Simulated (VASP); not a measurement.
A convergence study with VASP on CrO2 (rutile): one setting is varied, all else stays as given below, so the limit is that of these other settings.

```
CrO2
1.0
    4.42000     0.00000     0.00000
    0.00000     4.42000     0.00000
    0.00000     0.00000     2.92000
Cr O
2 4
Direct
  0.00000   0.00000   0.00000
  0.50000   0.50000   0.50000
  0.30300   0.30300   0.00000
  0.80300   0.19700   0.50000
  0.19700   0.80300   0.50000
  0.69700   0.69700   0.00000
```
Starting moments (μB, in the order of the record's atoms Cr Cr O O O O): 2.5 2.5 0.0 0.0 0.0 0.0.

All values below come from PBE GGA, VASP's PBE PAW potentials (set 64) (plane waves; VASP 6.6.1). The tightest run used: 700 eV cut-off, 11×11×16 Monkhorst-Pack mesh, first-order Methfessel-Paxton smearing of 0.10 eV, potentials Cr_pv O.

The moments were started parallel, and other spin orders were not tried in this run.

Question: The settings run are 1×1×1 mesh; 1×1×2 mesh; 2×2×3 mesh; 3×3×4 mesh; 3×3×5 mesh; 4×4×6 mesh; 5×5×7 mesh; 5×5×8 mesh; 6×6×9 mesh; 7×7×10 mesh; 7×7×11 mesh; 8×8×12 mesh; 9×9×13 mesh; 9×9×14 mesh; 10×10×15 mesh; 11×11×16 mesh. From which on does the energy per atom stay within 0.01 eV/atom of the tightest run?

Answer: From 3×3×4 mesh on: it is off by 0.0044 there and by no more than 0.01 in any finer run, while 2×2×3 mesh is off by 0.0263.
```
setting        E (eV/atom)  pressure (GPa)  largest force (eV/Å)  irreducible k-points  difference judged (eV/atom)
-------------  -----------  --------------  --------------------  --------------------  ---------------------------
1×1×1 mesh         -7.6170           18.40                 2.608                     1                       0.7775
1×1×2 mesh         -8.3239            1.71                 0.299                     1                       0.0706
2×2×3 mesh         -8.3681            3.70                 0.256                     2                       0.0263
3×3×4 mesh         -8.3900            3.03                 0.033                     6                       0.0044
3×3×5 mesh         -8.3902            2.92                 0.070                     9                       0.0042
4×4×6 mesh         -8.3937            2.88                 0.042                     9                       0.0007
5×5×7 mesh         -8.3938            2.86                 0.050                    24                       0.0006
5×5×8 mesh         -8.3938            2.89                 0.051                    24                       0.0006
6×6×9 mesh         -8.3945            2.87                 0.037                    30                       0.0001
7×7×10 mesh        -8.3942            2.88                 0.028                    50                       0.0002
7×7×11 mesh        -8.3942            2.87                 0.026                    60                       0.0002
8×8×12 mesh        -8.3946            2.87                 0.031                    60                       0.0001
9×9×13 mesh        -8.3943            2.88                 0.031                   105                       0.0001
9×9×14 mesh        -8.3943            2.88                 0.031                   105                       0.0001
10×10×15 mesh      -8.3944            2.87                 0.031                   120                       0.0001
11×11×16 mesh      -8.3944            2.87                 0.030                   168                       0.0000
```

Left out are rungs that failed or repeat a setting and relaxations that didn't move; long series are thinned to 24 rows.

The compound is CrO2 in the rutile structure. The cell was not relaxed at this level, forces remain on its atoms.
